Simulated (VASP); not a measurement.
Calculation: PBE GGA, VASP's PBE PAW potentials (set 64) (plane waves; VASP 6.6.1).

Input for VASP

### POSCAR
```
RuAl
6.09960
  0.5000000000   0.0000000000   0.0000000000
  0.0000000000   0.5000000000   0.0000000000
  0.0000000000   0.0000000000   0.5000000000
Al Ru
1 1
direct
  0.5000000000   0.5000000000   0.5000000000
  0.0000000000   0.0000000000   0.0000000000
```

### INCAR
```
! general
SYSTEM  =RuAl
PREC    =Accurate
ENCUT   =400
LREAL   =.FALSE.
LASPH   =.TRUE.
KSPACING=0.6
KGAMMA  =.FALSE.

! electronic loop
EDIFF   =1E-6
NELM    =100
ALGO    =Normal
LMAXMIX =4

! smearing
ISMEAR  =1
SIGMA   =0.1

! functional
GGA     =PE

! ions
ISIF    =2

! output
LWAVE   =.FALSE.
LCHARG  =.FALSE.
```

POTCAR, in this order: Al Ru_pv (PBE.64 set). Program: vasp_std.

Gaps are read on the run's mesh, which can miss a band edge.

Q: Estimate the energy per atom (σ→0), pressure, band gap (on the k-mesh).

A: 
| Quantity | Result |
|---|---|
| energy per atom (σ→0) | -6.988 eV/atom |
| band gap (on the k-mesh) | none (metal, semimetal or under 0.01 eV) |
| pressure | -6.51 GPa |

### OSZICAR
```
...
DAV:   6    -0.140521137579E+02    0.53998E+00   -0.33952E+00   104   0.204E+01    0.225E+00
DAV:   7    -0.139916046889E+02    0.60509E-01   -0.23988E-01   104   0.577E+00    0.185E+00
DAV:   8    -0.139790663328E+02    0.12538E-01   -0.18797E-02   100   0.142E+00    0.187E-01
DAV:   9    -0.139790111907E+02    0.55142E-04   -0.21168E-04   112   0.154E-01    0.116E-01
DAV:  10    -0.139790088890E+02    0.23017E-05   -0.29403E-05   112   0.731E-02    0.760E-03
DAV:  11    -0.139790078522E+02    0.10368E-05   -0.13631E-06    56   0.153E-02    0.372E-03
DAV:  12    -0.139790073301E+02    0.52214E-06   -0.10721E-07    48   0.344E-03
   1 F= -.13979007E+02 E0= -.13976123E+02  d E =-.865300E-02
```

The compound is RuAl in the CsCl type structure. The cell was not relaxed at this level. The run is one of a series of settings (KGAMMA = .FALSE., KSPACING = 0.6, KPOINTS file removed against the base run), some of them coarse on purpose. The electron count is odd and the run is not spin-polarised, which forces a metal.
